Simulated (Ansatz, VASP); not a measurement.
# MoSeS (2H-MoSSe 3 layers, 2H (AA')): VASP beside Ansatz

Aim: how closely do two programs agree when they are given the same cell, functional and k mesh? Of the first pair: The structure shown is the start of the Ansatz relaxation below; VASP solves that cell, so the two are compared at the walk's first step.

Main program and level: Ansatz 0.2.0; plane waves, with VASP 6.6.1 beside it; single point at PBEsol with D3(BJ).

## (1) Starting point

The cell holds 9 atoms: 3 Se, 3 Mo and 3 S. Its edges and angles: a = 3.250 Å, b = 3.250 Å, c = 63.579 Å, α = 90.0°, β = 90.0°, γ = 120.0°. Vacuum lies along c.

## (2) Ansatz: relaxation, PBEsol with D3(BJ)

Ansatz runs on its default PAW (the set named soft_2) files.

The two programs are compared at the cell with which this relaxation starts, whose forces are those of its first step.

Contents of input.yaml:

```yaml
crystal:
  lattice:
    - [3.25, 0.0, 0.0]
    - [-1.625, 2.8145825623, 0.0]
    - [0.0, 0.0, 63.579214136]
  atoms:
    - { symbol: Se, position: [0.3333333333, 0.6666666667, 0.3719769161] }
    - { symbol: Mo, position: [0.0, 0.0, 0.4004205747] }
    - { symbol: S, position: [0.3333333333, 0.6666666667, 0.4253445367] }
    - { symbol: Se, position: [0.0, 0.0, 0.4733161897] }
    - { symbol: Mo, position: [0.3333333333, 0.6666666667, 0.5017598484] }
    - { symbol: S, position: [0.0, 0.0, 0.5266838103] }
    - { symbol: Se, position: [0.3333333333, 0.6666666667, 0.5746554633] }
    - { symbol: Mo, position: [0.0, 0.0, 0.603099122] }
    - { symbol: S, position: [0.3333333333, 0.6666666667, 0.6280230839] }
  periodic: [true, true, false]
kpoints:
  mp_grid: { grid: [12, 12, 1] }
hamiltonian:
  xc: pbesol
  dispersion: d3bj
scf:
  occupations: { method: fermi_dirac, width: 0.05 }
  convergence: { dr2_threshold: 1.0e-09 }
relax:
  f_tol: 0.004
  max_steps: 90
  cell: {}
output:
  write_potential: true
  write_density: true
  volumetric_format: npy
```

Started as:

```bash
> ansatz run input.yaml --threads 4 --pin off --max-ram 6144MiB --backend cpu --events-out ev --progress --plain --runs-dir out
```

Numbers of over 12 decimals in the logs are rounded to 6 here.

Log:

```text
Warning: relax.cell: scf.convergence.dr2_threshold = 1e-9 eV is looser than the 1.3032200773e-10 eV advised for a relaxation that steers and ends on the stress (1e-10 eV for each atom of the cell: 9, times the square of relax.cell.stress_2d_tol = 0.05 N/m over 26.3 Å (the atoms' height at the walk's start and 5 Å past either face), 1.903e-2 GPa, over a crystal's default 0.05). What an SCF threshold leaves in a stress goes as its square root, and in the free energy as the threshold itself, and one threshold admits the most on a small cell: [figures from the program's tests cut] Set scf.convergence.dr2_threshold to 1.3032200773e-10 eV or tighter. [rest of the remark cut]
Engine: ansatz 0.2.0, x86_64-unknown-linux-gnu
Pseudopotentials: kind: paw
Pseudopotential: Se, paw, valence charge 16, recommended cutoff 420 eV (normal), Se.paw.azcp
Pseudopotential: Mo, paw, valence charge 14, recommended cutoff 420 eV (normal), Mo.paw.azcp
Pseudopotential: S, paw, valence charge 6, recommended cutoff 420 eV (normal), S.paw.azcp
Functional definition: PBEsol
  exchange = pbesol_x
  correlation = pbesol_c
Crystal: 9 atoms, lattice volume = 581.584 Å³
Basis set: ecut = 420 eV, 11553 PW (Γ), exchange–correlation on 48×48×864 points (8 copies of the dense FFT grid, shifted against one another)
Bands: 65, of which v1, the nominal top of the filled ones, is band 54 counted from 1 (53 counted from 0)
Symmetry: 6 space group operations
Space group: P3m1 (ITA 156), of the structure as read, at distance tolerance 8.3e-5 Å
k-points: 19 of 144 (time reversal used)
Non-local potential: Se, projectors of the file, l = 0: 2, l = 1: 2, l = 2: 3, l = 3: 1
Non-local potential: Mo, projectors of the file, l = 0: 3, l = 1: 2, l = 2: 2, l = 3: 1
Non-local potential: S, projectors of the file, l = 0: 2, l = 1: 2, l = 2: 2
PAW form: soft (Blöchl's): semilocal exchange-correlation on the pseudo side does not see the compensation charge
PAW frozen core: Se, regenerated for the run's functional, and the local potential with it (the file was generated under x = pbe(κ = 0.804, μ = 0.219515), c = pbe(β = 0.066725))
PAW frozen core: Mo, regenerated for the run's functional, and the local potential with it (the file was generated under x = pbe(κ = 0.804, μ = 0.219515), c = pbe(β = 0.066725))
PAW frozen core: S, regenerated for the run's functional, and the local potential with it (the file was generated under x = pbe(κ = 0.804, μ = 0.219515), c = pbe(β = 0.066725))
PAW one-centre angular grid: Se, 590 points (default); XC on 64 Gauss nodes
PAW one-centre angular grid: Mo, 590 points (default); XC on 64 Gauss nodes
PAW one-centre angular grid: S, 110 points (default); XC on 64 Gauss nodes
Initial density: superposition of atomic densities (neutral atoms: chi_scale 0, normalization atom), corrected by the library's trained network
Initial wavefunctions: pseudopotential atomic-orbital guess
Functional: x = pbesol(κ = 0.804, μ = 0.123457), c = pbesol(β = 0.046)
SCF iter   1: F=—  HF=-33629.718311 eV  |F-HF|=—  |Δ(HF+E_count)|=         —  Δρ=4.29e-3  dr2=4.40e-1  ethr=1.77e-3  ⟨swp⟩=13.6  Hψ=7259  notcnv=0
preconditioner: auto → Resta (q_TF=auto, 2.061 Å⁻¹)  ε∞=3.3  [insulator: Δε(μ)=0.470 eV  Ē_g=7.438 eV  σ=0.050 eV  W_gap=0.98  n_scr=40 (ndim 8)  ℏωp=11.3 eV  f_vac=0.688  D(μ)=0.02/eV (n_scr^D=0)  ε∞_Penn≈3.3  vacuum switching on, ρ_ref=4.0e-3 e/Å³]
SCF iter   2: F=—  HF=-33629.733994 eV  |F-HF|=—  |Δ(HF+E_count)|=   1.57e-2  Δρ=3.50e-3  dr2=7.49e-1  ethr=4.07e-4  ⟨swp⟩=4.1  Hψ=2301  notcnv=0  defer=57
SCF iter   3: F=—  HF=-33629.683137 eV  |F-HF|=—  |Δ(HF+E_count)|=   5.09e-2  Δρ=1.64e-3  dr2=1.56e-2  ethr=4.07e-4  ⟨swp⟩=3.6  Hψ=2647  notcnv=0  defer=43
SCF iter   4: F=—  HF=-33629.685480 eV  |F-HF|=—  |Δ(HF+E_count)|=   2.34e-3  Δρ=6.73e-4  dr2=8.16e-3  ethr=1.45e-5  ⟨swp⟩=3.8  Hψ=2997  notcnv=0  defer=35
SCF iter   5: F=—  HF=-33629.684939 eV  |F-HF|=—  |Δ(HF+E_count)|=   5.40e-4  Δρ=3.48e-4  dr2=1.47e-3  ethr=7.56e-6  ⟨swp⟩=2.8  Hψ=1624  notcnv=0  defer=35
SCF iter   6: F=—  HF=-33629.685355 eV  |F-HF|=—  |Δ(HF+E_count)|=   4.16e-4  Δρ=1.99e-4  dr2=6.09e-3  ethr=1.37e-6  ⟨swp⟩=3.1  Hψ=2578  notcnv=0  defer=35  recentre
SCF iter   7: F=—  HF=-33629.684984 eV  |F-HF|=—  |Δ(HF+E_count)|=   3.71e-4  Δρ=1.68e-4  dr2=3.15e-4  ethr=1.37e-6  ⟨swp⟩=3.0  Hψ=1857  notcnv=0  defer=30
[...]
SCF iter   6: F=-33630.489793 eV  HF=-33630.489793 eV  |F-HF|=3.14e-9  |Δ(HF+E_count)|=  4.07e-10  Δρ=2.19e-7  dr2=8.16e-10  ethr=1.00e-12  ⟨swp⟩=15.4  Hψ=12039  notcnv=0
SCF 9 converged in 6 iterations: F = -33630.489793 eV  dr2 = 8.16e-10
relax step   9: F+E_penalty+E_count = -33630.48979315 eV  Δ(F+E_penalty+E_count) = +9.381e-4 eV  max|allowed force component| = 2.438e-3 eV/Å  Δτ_max = 0.0000 Å  P = +0.012 N/m  Ω = 553.225 Å³  fix = [c, alpha, beta]  reactions: c +0.000 N/m  stress off target by 1.18e-2 N/m on what of the cell is left free  SCF on the basis re-selected at this cell (its energy is not comparable with the rows above)  (6 SCF iters)
basis re-selected at this cell: Δ(F+E_penalty+E_count) = +9.381e-4 eV, ΔP = +0.005 N/m vs the last step (what re-selecting the basis moved, of the pressure what is left beyond the Pulay correction that the steps carried, after the strain that the cell walked since its last selection, with what the two solves' SCF thresholds leave and, on support functions, any second-order correction that the steps lacked; it is no m [...]
WARN: The output density's exchange-correlation potential varies sharply where the density is thin. Do not read a vacuum level from v_tot or v_xc, or from such a field of the output density. On a cell that repeats whose density bears no net charge and no dipole along the vacuum's axis use v_es (v_loc + v_h of the components); under efield.dipole_correction with no amplitude use v_es + v_field, which holds any externa [...]
SCF converged after 6 iterations
Free energy (F): -33630.489793 eV
Harris-Foulkes:  -33630.489793 eV  (|F-HF|=3.14e-9)
Internal energy: -33630.488309 eV  (E = F + TS)
E sigma→0 (E₀):  -33630.489051 eV
Entropy (-TS):   -0.001484 eV (-0.165 meV/atom)
Fermi energy:    -4.738440 eV
--- Per-component energies (eV) ---
  E_band       = -3297.872856
  E_kinetic    = 2011.207924
  E_local      = -1229353.288767  (includes V_loc(G=0)·N_el)
  E_nonlocal   = -1257.497411
  E_hartree    = 613174.412990
  E_xc         = -1151.803112
  E_vxc        = -1250.024333  (∫ρ·V_xc dr)
  E_paw        = -16787.633926  (= ΣΔE_a)
  E_vpaw       = 202.902340  (= ΣTr[D̂ρ^β])
  E_aug_tail   = -0.001672  (compensation charges beyond the density's cutoff)
  E_ewald      = 599733.665966
  E_disp       = -3.389398  (pairwise vdW)
  E_core_change = 3.839097  (= ΣΔE_core)
  E_smearing   = -0.001484  (= −TS)
  E_closure    = -0.000000  (closes the sum)
  Σ components = -33630.489793   (vs F -33630.489793, Δ=0.00e0)
--- Forces (eV/Å), atoms counted from 1 ---
  atom   1  Se     0.00000000    -0.00000000    -0.00116912
  atom   2  Mo     0.00000000    -0.00000000     0.00095342
  atom   3  S      0.00000000    -0.00000000    -0.00072375
  atom   4  Se     0.00000000     0.00000000    -0.00164000
  atom   5  Mo     0.00000000     0.00000000     0.00243903
  atom   6  S      0.00000000     0.00000000    -0.00091968
  atom   7  Se     0.00000000    -0.00000000     0.00021539
  atom   8  Mo     0.00000000    -0.00000000     0.00080357
  atom   9  S      0.00000000    -0.00000000     0.00005123
  max |Σ_I F_I| component: 1.01e-5 eV/Å
--- 2D stress c σ (N/m, compression-positive) ---
        0.011783      -0.000000       0.000000
       -0.000000       0.011783       0.000000
        0.000000       0.000000       0.000000
  P = ½ c Tr σ = 0.0118 N/m
--- Band table (eV; the first three rows and the last of 19) ---
  k-point 0: bands = [... 50 lower, -6.1983, -5.7136, -5.3869, -4.8035, -3.2330, -3.2330, -2.8175, -2.8175, ... 7 higher]
  k-point 1: bands = [... 50 lower, -6.3079, -5.6733, -5.4584, -4.9795, -3.3754, -3.2159, -3.1718, -2.8658, ... 7 higher]
  k-point 2: bands = [... 50 lower, -6.4677, -6.1326, -5.7044, -5.4239, -3.9596, -3.5009, -3.4176, -3.0812, ... 7 higher]
  k-point 18: bands = [... 50 lower, -7.2457, -6.2307, -5.7111, -5.1209, -4.3896, -3.8545, -3.6847, -3.2798, ... 7 higher]
  the weakly bound empty levels are not read free of the cell's end (no_gap_told)
--- Relaxed structure (8 steps of the walk, 7 accepted, 1 SCFs on fresh bases) ---
  F+E_penalty+E_count = -33630.48979315 eV   max|allowed force component| = 2.438e-3 eV/Å   (the final SCF, on the basis selected at the relaxed cell)
  cell:  # Å, volume = 553.2252 Å³
    - [3.169772, 0, 0]
    - [-1.584886, 2.745103, 0]
    - [0, 0, 63.579214136]
  atoms:
    - { symbol: Se, position: [0.333333, 0.666667, 0.380059] }
    - { symbol: Mo, position: [0, -2.17018904013385e-17, 0.406873] }
    - { symbol: S, position: [0.333333, 0.666667, 0.430967] }
    - { symbol: Se, position: [0, -2.17018904013385e-17, 0.474722] }
    - { symbol: Mo, position: [0.333333, 0.666667, 0.501513] }
    - { symbol: S, position: [0, -2.17018904013385e-17, 0.525577] }
    - { symbol: Se, position: [0.333333, 0.666667, 0.569278] }
    - { symbol: Mo, position: [0, -2.17018904013385e-17, 0.596100] }
    - { symbol: S, position: [0.333333, 0.666667, 0.620192] }
```

In the SCF lines HF is the Harris–Foulkes energy and dr2 the Hartree energy of the density residual, in eV; the loop may stop once dr2 is under the threshold and the program's other checks hold. Hψ counts applications of the Hamiltonian.

[end of part 1 of 2]

[Lines on the potential files, build, host, timing and source positions are cut from VASP's logs without a mark.]

[Logs are printed without paths, hosts, clocks, repeated set-up lines and the standing remarks that a program may print on its own settings, such as how far it seeks lower states.]

[Hosts, paths, dates, database ids (printed as entryN), source tags and the programs' standing remarks are cut or masked in the printed files.]
